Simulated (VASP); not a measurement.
Method: LDA (Ceperley-Alder, Perdew-Zunger), VASP's LDA PAW potentials (set 64) (plane waves; VASP).

A VASP calculation is set up with these files.

File POSCAR:
```
CdHgSe2
1.0
  2.1396442514   1.2353240505   6.9766038420
 -2.1396442514   1.2353240505   6.9766038420
  0.0000000000  -2.4706481009   6.9766038420
Cd Hg Se
1 1 2
Cartesian
  0.0000000000   0.0000000001  10.4720315141
  0.0000000000   0.0000000001  20.9264910323
 -0.0000000000   0.0000000001  18.2968066056
  0.0000000000   0.0000000000   7.8613595272
```

**INCAR**
```
# general
SYSTEM =CdHgSe2
PREC   =Accurate
ENCUT  =400   # plane-wave cut-off (eV)
LREAL  =.FALSE.   # projection in real space or not
LASPH  =.TRUE.

# electronic loop
EDIFF  =1E-6
NELM   =100   # most electronic steps
ALGO   =Normal   # blocked Davidson
LMAXMIX=6   # l cut-off of mixed one-centre charges

# smearing
ISMEAR =1
SIGMA  =0.1

# ions
IBRION =2   # conjugate gradients
NSW    =60   # most ionic steps
ISIF   =3
EDIFFG =-0.02

# output
LWAVE  =.FALSE.
LCHARG =.FALSE.
```

File KPOINTS:
```
K-points
0
Gamma
8 8 8
```

POTCAR, in this order: Cd Hg Se (LDA.64 set). Program: vasp_std.

What will the output report for the number of irreducible k-points (NKPTS), number of bands (NBANDS), largest plane-wave count, number of space-group operations, FFT grid (NGX, NGY, NGZ)?

```yaml
number of irreducible k-points (NKPTS): 65
number of bands (NBANDS): 22
largest_plane_wave_count: 2026
number_of_space_group_operations: 6
FFT grid (NGX, NGY, NGZ): 48 × 48 × 48
```

The structure comes from a computed database's CdHgSe2 entry (R3m); how it stands against other phases isn't given here. This run relaxes it. Symmetry was kept, so distortions that lower it aren't found. The start is the result of an earlier pass.
